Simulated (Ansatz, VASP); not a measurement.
# Two plane-wave programs on CaZr3N2

```xyz
6
Lattice="3.5787 0.0000 0.0000 0.0000 3.5787 0.0000 0.0000 0.0000 7.0035" Properties=species:S:1:pos:R:3 pbc="T T T"
Ca    0.0000    0.0000    0.0000
Zr    1.7893    1.7893    0.0000
Zr    0.0000    1.7893    2.5926
Zr    1.7893    0.0000    4.4109
N     0.0000    1.7893    5.0406
N     1.7893    0.0000    1.9629
```

Change from the starting cell: species swapped into the Hf2CuSb3 type (P-4m2, No. 115).

Alike in both runs: functional PBE; k mesh 6 × 6 × 2; occupations gaussian, width 0.1 eV; no spin polarisation.

Ansatz relaxed the structure, and its values are those at the end. VASP's run is a single point on that final structure, the one shown.

|  | VASP | Ansatz |
| --- | --- | --- |
| version | VASP 6.6.1 | Ansatz 0.2.0 |
| potentials or method | VASP PAW PBE potentials, release 64 (Ca_sv, Zr_sv, N) | scalar-relativistic, plane waves, PAW |
| plane-wave cutoff (eV) | 520 | 420 |
| valence electrons in the cell | 56 | 56 |

VASP gave:

```
gap on the k mesh at the Fermi level (eV) : none
pressure (GPa)                            : 0.4
rms of the force components (eV/Å)        : 0.011
```

Question: Estimate Ansatz's values.

Answer: gap on the k mesh at the Fermi level (eV): none; pressure (GPa): 0.0; rms of the force components (eV/Å): 0.007.

A gap of «none» marks a metal or a gap that the smearing closes.

Caveats: the k mesh is coarse (spacing up to 0.45 Å⁻¹), so the values aren't converged.
